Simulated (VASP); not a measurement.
The system is TaSi2.

```xyz
9
Lattice="4.7800 0.0000 0.0000 -2.3900 4.1396 0.0000 0.0000 0.0000 6.5640" Properties=species:S:1:pos:R:3 pbc="T T T"
Ta    2.3900    0.0000    3.2820
Ta    1.1950    2.0698    5.4700
Ta   -1.1950    2.0698    1.0940
Si    0.0000    1.3797    3.2820
Si    3.5851    0.6899    5.4700
Si    1.1951    3.4497    1.0940
Si    2.3900    2.7599    3.2820
Si   -1.1951    3.4497    5.4700
Si    1.1949    0.6899    1.0940
```

```yaml
Program: VASP 6.6.1
Task: relaxation of cell and atoms
Functional: PBE
Potentials_or_basis: VASP PAW PBE potentials, release 64 (Ta_pv, Si)
Cutoff: 600 eV
k_mesh: 8 × 8 × 5
Occupations: methfessel-paxton, width 0.1 eV
Spin: no spin polarisation
```

At the start: pressure 3.6 GPa; volume 14.43 Å³/atom.

Question: Where does the relaxation end?

Answer: Over 7 steps the energy falls by 20.6 meV/atom and the volume is 14.66 Å³/atom (+1.6 %); space group P6_222 (No. 180, to 0.05 Å).

The path:
| step | energy change (eV) | largest force (eV/Å) | pressure (GPa) | volume (Å³) |
| --- | --- | --- | --- | --- |
| 1 | 0.0000 | 0.8161 | 3.65 | 129.88 |
| 2 | -0.0790 | 0.2761 | -5.51 | 136.16 |
| 3 | -0.1098 | 0.4576 | -2.58 | 133.93 |
| 4 | -0.1838 | 0.0329 | -0.25 | 132.15 |
| 5 | -0.1844 | 0.0104 | -0.02 | 131.99 |
| 6 | -0.1848 | 0.0104 | 0.10 | 131.97 |
| 7 | -0.1850 | 0.0032 | 0.06 | 131.98 |

Final structure:
```
Ta Si
1.0
     4.80727    0.00000    0.00000
    -2.40363    4.16322    0.00000
     0.00000    0.00000    6.59432
Ta Si
3 6
Direct
  0.50000 0.00000 0.50000
  0.50000 0.50000 0.83333
  0.00000 0.50000 0.16667
  0.15888 0.31776 0.50000
  0.84112 0.15888 0.83333
  0.68224 0.84112 0.16667
  0.84112 0.68224 0.50000
  0.15888 0.84112 0.83333
  0.31776 0.15888 0.16667
```
